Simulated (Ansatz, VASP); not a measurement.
# One calculation of Sn3C5, two programs

```
Sn C
1.0
    -2.96513    2.96513    2.96513
     2.96513   -2.96513    2.96513
     2.96513    2.96513   -2.96513
Sn C
3 5
Direct
  0.00000 0.50000 0.50000
  0.50000 0.50000 0.00000
  0.50000 0.00000 0.50000
  0.00000 0.00000 0.00000
  0.00000 0.00000 0.50000
  0.00000 0.50000 0.00000
  0.50000 0.00000 0.00000
  0.50000 0.50000 0.50000
```

Change from the starting cell: species swapped into the Fe5Co3 type (Im-3m, No. 229).

Alike in both runs: functional PBE; k mesh 10 × 10 × 10; occupations gaussian, width 0.1 eV; no spin polarisation.

Ansatz relaxed the structure, and its values are those at the end. VASP's run is a single point on that final structure, the one shown.

|  | VASP | Ansatz |
| --- | --- | --- |
| version | VASP 6.6.1 | Ansatz 0.2.0 |
| potentials or method | VASP PAW PBE potentials, release 64 (Sn_d, C) | scalar-relativistic, plane waves, PAW |
| plane-wave cutoff (eV) | 520 | 420 |
| valence electrons in the cell | 62 | 62 |

|  | VASP | Ansatz | Ansatz less VASP |
| --- | --- | --- | --- |
| gap on the k mesh at the Fermi level (eV) | none | none | - |
| pressure (GPa) | 0.1 | 0.0 | -0.05 |

A gap of «none» marks a metal or a gap that the smearing closes. With one functional, cell and mesh, what is left measures potentials, basis and numerics.
